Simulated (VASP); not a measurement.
Here is the system:

```
CELL_PARAMETERS angstrom
      3.94250     0.00000     0.00000
      0.00000     3.94250     0.00000
      0.00000     0.00000     3.94250
ATOMIC_POSITIONS crystal
  Ca 0.00000 0.00000 0.00000
  B  0.80077 0.50000 0.50000
  B  0.50000 0.19923 0.50000
  B  0.50000 0.80077 0.50000
  B  0.19923 0.50000 0.50000
  B  0.50000 0.50000 0.80077
  B  0.50000 0.50000 0.19923
```

Method: PBE GGA, VASP's PBE PAW potentials (set 64) (plane waves; VASP 6.6.1). Settings: 620 eV cut-off, 6×6×6 Γ-centred mesh, Gaussian smearing of 0.050 eV, potentials Ca_sv B.

Q: Predict the energy per atom (σ→0), pressure.

A: 
| Item | Value |
|---|---|
| energy per atom (σ→0) | -6.311 eV/atom |
| pressure | 29.92 GPa |

Total energies compare only between runs with the same potentials, cut-off and functional.

The compound is CaB6 in the cab6 structure. It was relaxed first under an external pressure of 30 GPa.
